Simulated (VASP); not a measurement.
Given:

```xyz
3
Lattice="3.0615 0.0000 0.0000 -1.5308 2.6514 0.0000 0.0000 0.0000 16.3712" Properties=species:S:1:pos:R:3 pbc="T T T"
N      0.0000     0.0000     8.1856
Ta     0.0000     1.7676     9.3750
Ta     1.5308     0.8838     6.9962
```

These are r2SCAN meta-GGA, VASP's PBE PAW potentials (set 64) (plane waves; VASP 6.6.1) values and carry that method's errors. Run with 520 eV cut-off, 13×13×1 Γ-centred mesh, tetrahedra with Blöchl corrections, potentials N Ta_pv.

The cell holds a wide vacuum, so values per volume refer to the whole cell.

Question: Give the energies of bands 9 to 16 at the high-symmetry points, in eV from the Fermi level.

Answer: 
```json
[
 {"band": "9", "Γ": "-6.94", "M": "-7.11", "K": "-8.12"},
 {"band": "10", "Γ": "-6.94", "M": "-6.97", "K": "-6.80"},
 {"band": "11", "Γ": "-3.11", "M": "-4.08", "K": "-1.55"},
 {"band": "12", "Γ": "-1.14", "M": "-0.51", "K": "-1.55"},
 {"band": "13", "Γ": "-0.89", "M": "-0.34", "K": "-1.48"},
 {"band": "14", "Γ": "-0.53", "M": "1.08", "K": "0.12"},
 {"band": "15", "Γ": "-0.53", "M": "1.79", "K": "1.67"},
 {"band": "16", "Γ": "1.34", "M": "2.28", "K": "1.67"}
]
```

It has no gap at this level: it comes out as a metal or semimetal.

The cell is a sheet with vacuum, built from a generated structure.
